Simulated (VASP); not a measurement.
Consider the following.

```
SrCl2
1.0
    0.00000     3.46011     3.46011
    3.46011     0.00000     3.46011
    3.46011     3.46011     0.00000
Sr Cl
1 2
Direct
  0.00000   0.00000   0.00000
  0.25000   0.25000   0.25000
  0.75000   0.75000   0.75000
```

Calculation: PBEsol GGA, VASP's PBE PAW potentials (set 64) (plane waves; VASP 6.6.1). Settings: 480 eV cut-off, 6×6×6 Γ-centred mesh, Gaussian smearing of 0.050 eV, potentials Sr_sv Cl.

Energy and stress use the plane-wave basis of the starting cell.

### Question
The ions, cell shape and volume at an external pressure of 5.0 GPa are relaxed. What does this cell relax into?

### Answer

```
SrCl2
1.0
    0.00000     3.34063     3.34063
    3.34063     0.00000     3.34063
    3.34063     3.34063     0.00000
Sr Cl
1 2
Direct
  0.00000   0.00000   0.00000
  0.25000   0.25000   0.25000
  0.75000   0.75000   0.75000
```
Space group Fm-3m (225), at a tolerance of 0.03 Å.

### Question
How do energy and volume change from the first to the last step?

### Answer
The energy (σ→0) changes by +38.4 meV/atom and the volume by -10.0 %, in 3 ionic steps.

The compound is SrCl2 in the fluorite structure. This run relaxes it under an external pressure of 5 GPa. Symmetry was kept, so distortions that lower it aren't found.
